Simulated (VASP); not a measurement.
# CdSe (Cadmoselite): what each functional gives, and what it costs, part 2 of 7

Wanted: bands and gap of CdSe (Cadmoselite) from one functional after another. The start is a cell from a database of measured crystal structures.

VASP 6.6.1, plane waves and PAW; the level of theory is named at each step.

Still holding for the runs below: Spin-orbit coupling is off here; it would split degenerate levels, and it lifts a valence top of Se p states by about 0.1 eV.

So far, least gap on mesh and path (eV): step 2 (bands, level LDA, k 4×4×2) 0.413.

## (3) Bands with PBE, k 4×4×2

This step: PBE; plane waves and PAW (Cd, Se) (VASP 6.6.1).

PBE, the usual starting point, adds the gradient of the density.

Contents of INCAR:

```
SYSTEM = CdSe
PREC = Accurate
ENCUT = 400
EDIFF = 1E-06
NELM = 100
ISMEAR = 0
SIGMA = 0.02
LREAL = .FALSE.
ALGO = Normal
GGA = PE
NBANDS = 32
LORBIT = 11
LWAVE = .FALSE.
LCHARG = .FALSE.
KPAR = 4
NCORE = 2
```

Contents of POSCAR:

```
CdSe
1.0
    4.2990000000      0.0000000000      0.0000000000
   -2.1495000000      3.7230432109      0.0000000000
    0.0000000000      0.0000000000      7.0100000000
Cd Se
2 2
Direct
    0.3333333333      0.6666666667      0.0000000000
    0.6666666667      0.3333333333      0.5000000000
    0.3333333333      0.6666666667      0.3767900000
    0.6666666667      0.3333333333      0.8767900000
```

Contents of KPOINTS:

```
Automatic mesh
0
Gamma
4 4 2
0 0 0
```

Contents of KPOINTS_OPT:

```
Line mode
16
Line-mode
Reciprocal
  0.00000000   0.00000000   0.00000000 GAMMA
  0.50000000   0.00000000   0.00000000 M

  0.50000000   0.00000000   0.00000000 M
  0.33333333   0.33333333   0.00000000 K

  0.33333333   0.33333333   0.00000000 K
  0.00000000   0.00000000   0.00000000 GAMMA

  0.00000000   0.00000000   0.00000000 GAMMA
  0.00000000   0.00000000   0.50000000 A

  0.00000000   0.00000000   0.50000000 A
  0.50000000   0.00000000   0.50000000 L

  0.50000000   0.00000000   0.50000000 L
  0.33333333   0.33333333   0.50000000 H

  0.33333333   0.33333333   0.50000000 H
  0.00000000   0.00000000   0.50000000 A

  0.50000000   0.00000000   0.50000000 L
  0.50000000   0.00000000   0.00000000 M

  0.33333333   0.33333333   0.00000000 K
  0.33333333   0.33333333   0.50000000 H
```

PAW data sets: Cd and Se (PBE family, release 64).

On the command line:

```sh
$ mpirun -np 8 vasp_std
```

Numbers of over 12 decimals in the logs are rounded to 6 here.

Log:

```text
[banner, memory and clock lines left out]
running    8 mpi-ranks, on    1 nodes
 distrk:  each k-point on    2 cores,    4 groups
 distr:  one band on    2 cores,    1 groups

 POSCAR found type information on POSCAR CdSe
 POSCAR found :  2 types and       4 ions
 LDA part: xc-table for (Slater+PW92), standard interpolation
 POSCAR, INCAR and KPOINTS ok, starting setup
 FFT: planning ... GRIDC
 FFT: planning ... GRID_SOFT
 FFT: planning ... GRID
 WAVECAR not read
 entering main loop
       N       E                     dE             d eps       ncg     rms          rms(c)
DAV:   1     0.204618161940E+03    0.20462E+03   -0.14636E+04   520   0.828E+02
DAV:   2    -0.197089795378E+01   -0.20659E+03   -0.19832E+03   600   0.241E+02
DAV:   3    -0.115780837834E+02   -0.96072E+01   -0.95624E+01   616   0.532E+01
DAV:   4    -0.116320371511E+02   -0.53953E-01   -0.53949E-01   560   0.388E+00
DAV:   5    -0.116323708077E+02   -0.33366E-03   -0.33365E-03   624   0.276E-01    0.896E+00
DAV:   6    -0.108999236352E+02    0.73245E+00   -0.89753E-01   648   0.886E+00    0.710E+00
DAV:   7    -0.108608959959E+02    0.39028E-01   -0.45681E-01   608   0.305E+00    0.253E+00
DAV:   8    -0.108600740740E+02    0.82192E-03   -0.45164E-02   576   0.182E+00    0.414E-01
DAV:   9    -0.108604238902E+02   -0.34982E-03   -0.52495E-03   592   0.699E-01    0.920E-02
DAV:  10    -0.108605386838E+02   -0.11479E-03   -0.56454E-04   592   0.230E-01    0.627E-02
DAV:  11    -0.108606558983E+02   -0.11721E-03   -0.18495E-04   576   0.627E-02    0.263E-02
DAV:  12    -0.108606598075E+02   -0.39091E-05   -0.47180E-06   616   0.167E-02    0.856E-03
DAV:  13    -0.108606617189E+02   -0.19114E-05   -0.41501E-06   504   0.118E-02    0.205E-03
DAV:  14    -0.108606618566E+02   -0.13774E-06   -0.12256E-07   424   0.191E-03
   1 F= -.10860662E+02 E0= -.10860662E+02  d E =-.155660E-26
 Start KPOINTS_OPT (optional k-point list driver)
k-point batch [1-8\144]
       N       E                     dE             ncg
DAV:   1     0.296643684218E+03   -0.80146E+03      512
DAV:   2    -0.139387356063E+04   -0.16905E+04      600
DAV:   3    -0.147327856062E+04   -0.79405E+02      576
DAV:   4    -0.147375635147E+04   -0.47779E+00      568
DAV:   5    -0.147375946723E+04   -0.31158E-02      592
DAV:   6    -0.147375951047E+04   -0.43239E-04      576
DAV:   7    -0.147375951135E+04   -0.87916E-06      520
[...]
k-point batch [137-144\144]
       N       E                     dE             ncg
DAV:   1     0.166397755105E+03   -0.81240E+04      512
DAV:   2    -0.149436449249E+04   -0.16608E+04      592
DAV:   3    -0.156869491790E+04   -0.74330E+02      616
DAV:   4    -0.156908357565E+04   -0.38866E+00      584
DAV:   5    -0.156908600290E+04   -0.24272E-02      640
DAV:   6    -0.156908603327E+04   -0.30377E-04      576
DAV:   7    -0.156908603377E+04   -0.49958E-06      576
```

Run time: 25 s. Hardware: 8 MPI ranks of AMD EPYC 7R43, shared host; peak memory 1.3 GiB.

Parts of OUTCAR (step 3):

```text
 Found      8 irreducible k-points:

   NELECT =      36.0000    total number of electrons

 E-fermi :   1.1296

 k-point     1 :       0.0000    0.0000    0.0000
  band No.  band energies     occupation
    ...
     14       0.2156      2.00000
     15       0.2156      2.00000
     16       0.9392      2.00000
     17       0.9820      2.00000
     18       0.9820      2.00000
     19       1.6492      0.00000
     20       3.1636      0.00000
     21       6.8275      0.00000
     22       6.8275      0.00000
     23       7.1182      0.00000
    ...

 k-point     2 :       0.2500    0.0000    0.0000
  band No.  band energies     occupation
    ...
     14      -1.5474      2.00000
     15      -1.1696      2.00000
     16      -0.3926      2.00000
     17       0.4689      2.00000
     18       0.5880      2.00000
     19       3.5804      0.00000
     20       4.4467      0.00000
     21       6.1359      0.00000
     22       6.8829      0.00000
     23       7.4240      0.00000
    ...

  Total        2.2392682      2.2392682      1.9070468      0.0000000      0.0000000      0.0000000
  in kB       31.9766639     31.9766639     27.2325556      0.0000000      0.0000000      0.0000000
  external PRESSURE =      30.3952945 kB  Pullay stress =       0.0000000 kB

 POSITION                                       TOTAL-FORCE (eV/Angst)
 -----------------------------------------------------------------------------------
     -0.00000      2.48203      0.00000        -0.000000     -0.000000      0.051886
      2.14950      1.24101      3.50500         0.000000      0.000000      0.051886
     -0.00000      2.48203      2.64130        -0.000000      0.000000     -0.051886
      2.14950      1.24101      6.14630         0.000000      0.000000     -0.051886
 -----------------------------------------------------------------------------------
    total drift:                               -0.000000      0.000000     -0.000296

  FREE ENERGIE OF THE ION-ELECTRON SYSTEM (eV)
  ---------------------------------------------------
  free  energy   TOTEN  =       -10.8606618566 eV

  energy  without entropy=      -10.8606618566  energy(sigma->0) =      -10.86066186

 total charge
# of ion       s       p       d       tot
------------------------------------------
    1        0.441   0.317   9.553  10.311
    2        0.441   0.317   9.553  10.311
    3        1.440   2.407   0.022   3.870
    4        1.440   2.407   0.022   3.870
--------------------------------------------------
tot          3.763   5.448  19.150  28.361

[... 9 parts as in an earlier step ...]

[... 5 further parts left out ...]
```

At this level the cell is under a pressure of 3.0 GPa, so at these settings it is away from equilibrium.

This step gave:

- SCF cycles: 14
- free energy (TOTEN): -10.86 eV
- Fermi energy: 1.130 eV
- pressure: 3.040 GPa
- least gap on mesh and path: 0.6671 eV
- least direct gap on mesh and path: 0.6672 eV

The electronic bands at the labelled points (eV, zero at the valence-band top; v1 is the highest filled band, c1 the lowest empty one):

```csv
point,v4,v3,v2,v1,c1,c2,c3,c4
Γ,-0.77,-0.04,0.00,0.00,0.67,2.18,5.85,5.85
0.53 of the way,-2.28,-1.43,-0.58,-0.43,2.70,3.48,5.15,5.86
M,-2.67,-1.87,-1.34,-0.77,3.22,3.31,4.77,6.16
0.53 of the way,-2.73,-2.21,-1.50,-1.33,4.00,4.34,4.51,6.15
K,-3.08,-1.89,-1.89,-1.71,4.23,4.79,4.79,7.03
0.47 of the way,-2.56,-1.83,-0.80,-0.71,3.19,4.21,5.14,5.28
Γ,-0.77,-0.04,0.00,0.00,0.67,2.18,5.85,5.85
0.47 of the way,-0.68,-0.68,-0.11,-0.11,1.65,2.27,5.75,5.92
A,-0.40,-0.40,-0.40,-0.40,2.37,2.37,5.85,5.85
0.47 of the way,-1.35,-1.35,-0.87,-0.87,3.37,3.37,4.99,4.99
L,-1.37,-1.37,-1.36,-1.36,2.93,2.93,4.83,4.83
0.47 of the way,-1.96,-1.96,-1.19,-1.19,3.41,3.41,5.22,5.22
H,-2.46,-2.46,-1.13,-1.13,3.76,3.76,5.82,5.82
0.47 of the way,-1.45,-1.45,-1.28,-1.28,3.74,3.74,5.04,5.04
A,-0.40,-0.40,-0.40,-0.40,2.37,2.37,5.85,5.85
jump to L,-1.37,-1.37,-1.36,-1.36,2.93,2.93,4.83,4.83
0.47 of the way,-2.13,-1.71,-1.13,-0.98,2.76,3.34,5.14,5.17
M,-2.67,-1.87,-1.34,-0.77,3.22,3.31,4.77,6.16
jump to K,-3.08,-1.89,-1.89,-1.71,4.23,4.79,4.79,7.03
0.53 of the way,-2.88,-1.98,-1.47,-1.47,4.24,4.24,4.76,6.40
H,-2.46,-2.46,-1.13,-1.13,3.76,3.76,5.82,5.82
```

The largest weight of each band there:

```csv
point,v4,v3,v2,v1,c1,c2,c3,c4
Γ,Se 0.79,Se 0.82,Se 0.81,Se 0.81,Cd 0.58,Cd 0.67,Cd 0.76,Cd 0.76
M,Se 0.74,Se 0.80,Se 0.76,Se 0.80,Cd 0.53,Cd 0.68,Se 0.58,Se 0.62
K,Se 0.77,Se 0.76,Se 0.76,Se 0.75,Cd 0.63,Se 0.57,Se 0.57,Se 0.78
Γ,Se 0.79,Se 0.82,Se 0.81,Se 0.81,Cd 0.58,Cd 0.67,Cd 0.76,Cd 0.76
A,Se 0.80,Se 0.80,Se 0.80,Se 0.80,Cd 0.53,Cd 0.53,Se 0.59,Se 0.59
L,Se 0.78,Se 0.78,Se 0.79,Se 0.79,Cd 0.63,Cd 0.63,Cd 0.62,Cd 0.62
```

Force by atom:

```csv
atom,x (eV/Å),y (eV/Å),z (eV/Å),size
Cd1,0.0000,0.0000,0.0519,0.0519
Cd2,0.0000,0.0000,0.0519,0.0519
Se3,0.0000,0.0000,-0.0519,0.0519
Se4,0.0000,0.0000,-0.0519,0.0519
```

The gap is 0.67 eV, direct at Γ. Against LDA that is +0.25 eV; the cost is about the same.

## (4) Bands with r2SCAN, k 4×4×2

This step: r2SCAN; plane waves and PAW (Cd, Se) (VASP 6.6.1).

r2SCAN adds the kinetic-energy density, costs more than a GGA and is run with LASPH.

Edit INCAR of step 3 so:

```diff
@@ -9,3 +9,4 @@
 ALGO = Normal
-GGA = PE
+METAGGA = R2SCAN
+LASPH = .TRUE.
 NBANDS = 32
```

POSCAR is that of step 3.

KPOINTS is that of step 3.

KPOINTS_OPT is that of step 3.

On the command line:

```sh
$ mpirun -np 8 vasp_std
```

Log:

```text
[banner, memory and clock lines left out]
running    8 mpi-ranks, on    1 nodes
[...]
[... a notice as in an earlier step ...]

 LDA part: xc-table for (None), standard interpolation
 POSCAR, INCAR and KPOINTS ok, starting setup
[...]
entering main loop
       N       E                     dE             d eps       ncg     rms          rms(c)
DAV:   1     0.143367697154E+03    0.14337E+03   -0.14857E+04   512   0.846E+02
DAV:   2    -0.713909419894E+02   -0.21476E+03   -0.20589E+03   600   0.246E+02
DAV:   3    -0.814524255223E+02   -0.10061E+02   -0.10015E+02   624   0.555E+01
DAV:   4    -0.815053592272E+02   -0.52934E-01   -0.52930E-01   560   0.398E+00
[...]
DAV:  13    -0.717616609202E+02   -0.68560E-06   -0.31741E-05   568   0.455E-02    0.669E-03
DAV:  14    -0.717616620295E+02   -0.11093E-05   -0.22190E-06   448   0.111E-02    0.522E-03
DAV:  15    -0.717616618178E+02    0.21168E-06   -0.10844E-07   264   0.218E-03
   1 F= -.71761662E+02 E0= -.71761662E+02  d E =-.259801E-12
 Start KPOINTS_OPT (optional k-point list driver)
k-point batch [1-8\144]
       N       E                     dE             ncg
DAV:   1     0.218139513728E+03   -0.87997E+03      512
DAV:   2    -0.152544621434E+04   -0.17436E+04      608
DAV:   3    -0.160691408254E+04   -0.81468E+02      568
DAV:   4    -0.160737286565E+04   -0.45878E+00      576
DAV:   5    -0.160737603882E+04   -0.31732E-02      576
DAV:   6    -0.160737608708E+04   -0.48255E-04      600
DAV:   7    -0.160737608809E+04   -0.10070E-05      496
DAV:   8    -0.160737608812E+04   -0.38440E-07      384
[...]
k-point batch [137-144\144]
       N       E                     dE             ncg
DAV:   1     0.828527684316E+02   -0.82076E+04      512
DAV:   2    -0.162698510388E+04   -0.17098E+04      608
DAV:   3    -0.170326404156E+04   -0.76279E+02      616
DAV:   4    -0.170363768666E+04   -0.37365E+00      584
DAV:   5    -0.170364027741E+04   -0.25908E-02      640
DAV:   6    -0.170364031390E+04   -0.36484E-04      568
DAV:   7    -0.170364031455E+04   -0.64928E-06      568
```

The job ended after 89 s (8 MPI ranks; peak memory 1.3 GiB; 11 min of CPU time).

Parts of OUTCAR (step 4):

```text
  Total        1.1764932      1.1764932      0.8432921      0.0000000      0.0000000      0.0000000
  in kB       16.8002780     16.8002780     12.0421788      0.0000000      0.0000000      0.0000000
  external PRESSURE =      15.2142449 kB  Pullay stress =       0.0000000 kB

 POSITION                                       TOTAL-FORCE (eV/Angst)
 -----------------------------------------------------------------------------------
     -0.00000      2.48203      0.00000         0.000000      0.000000      0.048438
      2.14950      1.24101      3.50500        -0.000000      0.000000      0.048438
     -0.00000      2.48203      2.64130         0.000000      0.000000     -0.048438
      2.14950      1.24101      6.14630         0.000000     -0.000000     -0.048438
 -----------------------------------------------------------------------------------
    total drift:                                0.000000      0.000000     -0.003961

  FREE ENERGIE OF THE ION-ELECTRON SYSTEM (eV)
  ---------------------------------------------------
  free  energy   TOTEN  =       -71.7616618178 eV

  energy  without entropy=      -71.7616618178  energy(sigma->0) =      -71.76166182

[... 2 parts as in an earlier step ...]

[... 1 further part left out ...]
[key lines of the parts left out:]
E-fermi :   0.7725
```

The PAW data sets were made with PBE, which is usual practice but a small mismatch for other functionals.

The electronic bands at the labelled points (eV, zero at the valence-band top; v1 is the highest filled band, c1 the lowest empty one):

```csv
point,v4,v3,v2,v1,c1,c2,c3,c4
Γ,-0.77,-0.04,0.00,0.00,1.16,2.66,6.37,6.37
0.53 of the way,-2.24,-1.45,-0.58,-0.44,3.15,3.91,5.55,6.31
M,-2.70,-1.90,-1.35,-0.78,3.69,3.69,5.08,6.66
0.53 of the way,-2.77,-2.24,-1.51,-1.34,4.46,4.77,4.82,6.63
K,-3.14,-1.91,-1.91,-1.73,4.50,5.29,5.29,7.35
0.47 of the way,-2.59,-1.84,-0.81,-0.71,3.66,4.68,5.53,5.63
Γ,-0.77,-0.04,0.00,0.00,1.16,2.66,6.37,6.37
0.47 of the way,-0.68,-0.68,-0.11,-0.11,2.06,2.74,6.26,6.44
A,-0.40,-0.40,-0.40,-0.40,2.83,2.83,6.31,6.31
0.47 of the way,-1.36,-1.36,-0.88,-0.88,3.83,3.83,5.42,5.42
L,-1.38,-1.38,-1.38,-1.38,3.34,3.34,5.26,5.26
0.47 of the way,-1.98,-1.98,-1.21,-1.21,3.84,3.84,5.65,5.65
H,-2.51,-2.51,-1.14,-1.14,4.24,4.24,6.13,6.13
0.47 of the way,-1.47,-1.47,-1.28,-1.28,4.19,4.19,5.49,5.49
A,-0.40,-0.40,-0.40,-0.40,2.83,2.83,6.31,6.31
jump to L,-1.38,-1.38,-1.38,-1.38,3.34,3.34,5.26,5.26
0.47 of the way,-2.15,-1.74,-1.14,-0.99,3.19,3.74,5.58,5.59
M,-2.70,-1.90,-1.35,-0.78,3.69,3.69,5.08,6.66
jump to K,-3.14,-1.91,-1.91,-1.73,4.50,5.29,5.29,7.35
0.53 of the way,-2.94,-2.01,-1.48,-1.48,4.73,4.73,5.05,6.92
H,-2.51,-2.51,-1.14,-1.14,4.24,4.24,6.13,6.13
```

The largest weight of each band there:

```csv
point,v4,v3,v2,v1,c1,c2,c3,c4
Γ,Se 0.79,Se 0.82,Se 0.81,Se 0.81,Cd 0.57,Cd 0.68,Cd 0.75,Cd 0.75
M,Se 0.74,Se 0.80,Se 0.77,Se 0.80,Cd 0.54,Cd 0.70,Se 0.57,Se 0.62
K,Se 0.78,Se 0.76,Se 0.76,Se 0.76,Cd 0.64,Se 0.55,Se 0.55,Se 0.78
Γ,Se 0.79,Se 0.82,Se 0.81,Se 0.81,Cd 0.57,Cd 0.68,Cd 0.75,Cd 0.75
A,Se 0.80,Se 0.80,Se 0.80,Se 0.80,Cd 0.54,Cd 0.54,Se 0.58,Se 0.58
L,Se 0.79,Se 0.79,Se 0.78,Se 0.78,Cd 0.64,Cd 0.64,Cd 0.63,Cd 0.63
```

The gap is 1.16 eV, direct at Γ. Against LDA that is +0.75 eV; this run took 3.4 times the core time.

(Part 2 of 7 ends here.)

[Lines on the potential files, build, host, timing and source positions are cut from VASP's logs without a mark.]

[Logs are printed without paths, hosts, clocks, repeated set-up lines and the standing remarks that a program may print on its own settings, such as how far it seeks lower states.]

[Hosts, paths, dates, database ids (printed as entryN), source tags and the programs' standing remarks are cut or masked in the printed files.]

[Measured values are set beside computed ones only where the two were judged alike; some that the calculation misses by far are left out.]
